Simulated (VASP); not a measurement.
VASP input:

KPOINTS:
```
Automatic mesh
0
gamma
15 15 9
0 0 0
```

File POSCAR:
```
Ti
1
    1.3575801074    -2.3513978282     0.0000000000
    1.3575801074     2.3513978282     0.0000000000
   -0.0000000000     0.0000000000     4.3367841319
Ti
2
Direct
  0.3333330000   0.6666670000   0.2500000000
  0.6666670000   0.3333330000   0.7500000000
```

**INCAR**
```
LASPH = .TRUE.
EDIFFG = -0.02   # ionic stop
LWAVE = .FALSE.
PREC = Accurate
LREAL = .FALSE.
NELM = 100   # most electronic steps
LCHARG = .FALSE.
PSTRESS = 300   # kbar
ISIF = 3   # ions, shape and volume
SIGMA = 0.1   # width (eV)
LMAXMIX = 4   # l cut-off of mixed one-centre charges
EDIFF = 1E-6   # SCF stop (eV)
NSW = 40
SYSTEM = Ti
GGA = PS   # PBEsol
ISMEAR = 1   # Methfessel-Paxton
ALGO = Normal   # blocked Davidson
IBRION = 2   # conjugate gradients
ENCUT = 500
```

POTCAR, in this order: Ti_sv (PBE.64 set). Program: vasp_std.

**Question.** Write an equivalent input for Ansatz.

**Answer.** One equivalent input (not run):
Ansatz 0.2 input:
```yaml
crystal:
  lattice:
    - [1.3575801, -2.3513978, 0.0000000]
    - [1.3575801, 2.3513978, 0.0000000]
    - [0.0000000, 0.0000000, 4.3367841]
  atoms:
    - { symbol: Ti, position: [0.3333330, 0.6666670, 0.2500000] }
    - { symbol: Ti, position: [0.6666670, 0.3333330, 0.7500000] }
kpoints:
  mp_grid: { grid: [15, 15, 9] }
hamiltonian:
  xc: pbesol
  pseudopotentials: { kind: paw }
scf:
  occupations: { method: methfessel_paxton, width: 0.1 }
  max_iter: 100
relax:
  max_steps: 40
  f_tol: 0.02
  cell: { p_target: 30 }
output: { forces: true, stress: true, eigenvalues: true }
```
What does not carry over: each code has its own PAW files, so the cut-off isn't converted (ENCUT is set for VASP's; basis.ecutwfc is left out, and Ansatz then takes the one that its files recommend); Ansatz stops its SCF on the density residual and VASP on the energy change (EDIFF).

The compound is Ti in the hcp structure. This run relaxes it under an external pressure of 30 GPa. Symmetry was kept, so distortions that lower it aren't found.
